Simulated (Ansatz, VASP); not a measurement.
HPbNO4: VASP beside Ansatz

INCAR

```
PREC     = Accurate       # precision mode
ENCUT    = 520            # plane-wave cutoff, eV
EDIFF    = 1E-6           # SCF threshold, eV
ISMEAR   = -1             # smearing method
SIGMA    = 0.05           # smearing width, eV
LREAL    = False          # projectors in reciprocal space
LASPH    = True           # aspherical terms in the spheres
NELM     = 80             # most SCF steps
ALGO     = Fast           # electronic algorithm
ISIF     = 2              # what is computed and relaxed
LWAVE    = False          # write WAVECAR
LCHARG   = False          # write CHGCAR
GGA      = PE             # functional
LORBIT   = 10             # projections on sites
KPAR     = 4
```

File KPOINTS:

```
regular mesh
0
Gamma
  7 7 5
```

File POSCAR:

```
HPbNO4
1.0
    4.2040700000      0.0000000000      0.0000000000
    2.0217200000      3.8395200000      0.0000000000
    2.0468600000      1.2790000000      6.2813200000
H Pb N O
1 1 1 4
Direct
    0.8914500000      0.6820200000      0.6279600000
    0.1442600000      0.9287200000      0.8835200000
    0.2567000000      0.2886100000      0.3017100000
    0.8310800000      0.6505600000      0.7840500000
    0.3869400000      0.2238000000      0.1129500000
    0.3110400000      0.0357600000      0.4585600000
    0.0772600000      0.6063300000      0.3227500000
```

The input input.yaml:

```yaml
crystal:
  lattice:
    - [4.20407, 0.0, 0.0]
    - [2.02172, 3.83952, 0.0]
    - [2.04686, 1.279, 6.28132]
  atoms:
    - { symbol: H, position: [0.89145, 0.68202, 0.62796] }
    - { symbol: Pb, position: [0.14426, 0.92872, 0.88352] }
    - { symbol: "N", position: [0.2567, 0.28861, 0.30171] }
    - { symbol: O, position: [0.83108, 0.65056, 0.78405] }
    - { symbol: O, position: [0.38694, 0.2238, 0.11295] }
    - { symbol: O, position: [0.31104, 0.03576, 0.45856] }
    - { symbol: O, position: [0.07726, 0.60633, 0.32275] }
hamiltonian:
  xc: pbe
  pseudopotentials: { kind: paw }
kpoints:
  mp_grid: { grid: [7, 7, 5] }
scf:
  occupations: { method: fermi_dirac, width: 0.05 }
output:
  forces: true
  stress: true
  eigenvalues: true
  bader: true
  populations: true
```

The cell was built by a generator and needn't be a form met in nature.

Alike in both runs: task atomic charges; functional PBE; k mesh 7 × 7 × 5; occupations fermi-dirac, width 0.05 eV; no spin polarisation.

```csv
,VASP,Ansatz
version,VASP 6.6.1,Ansatz 0.2.0
potentials or method,"VASP PAW PBE potentials, release 64 (H, Pb_d, N, O)",Ansatz PAW
plane-wave cutoff (eV),520,420
valence electrons in the cell,44,44
```

```tsv
	VASP	Ansatz	Ansatz less VASP
gap on the k mesh at the Fermi level (eV)	2.79	2.82	+0.026
least direct gap on the mesh (eV)	2.81	2.84	+0.027
pressure (GPa)	0.6	0.0	-0.58
largest component of the traceless stress (GPa)	0.81	0.03	-0.777
rms of the force components (eV/Å)	0.152	0.001	-0.1511
```

Atom by atom the forces differ by 0.152 eV/Å (rms over components). One of these differences is far larger than is usual between the two programs; its cause wasn't traced. With one functional, cell and mesh, what is left measures potentials, basis and numerics.

Caveats: spin-orbit coupling is left out, which as a rule narrows the gap of such compounds by several tenths of an eV; the standard files for N, O and F lose accuracy on very short bonds (VASP); an odd mesh through Γ misses points on the zone boundary, where band edges often lie (VASP); odd divisions of the mesh miss points on the zone boundary, where band edges often lie, so the gap on the mesh can be too wide (Ansatz); the pressure holds a Pulay correction of +0.6 GPa for the finite cutoff (Ansatz). A hybrid or GW would open this gap; PBE tends to underestimate it.
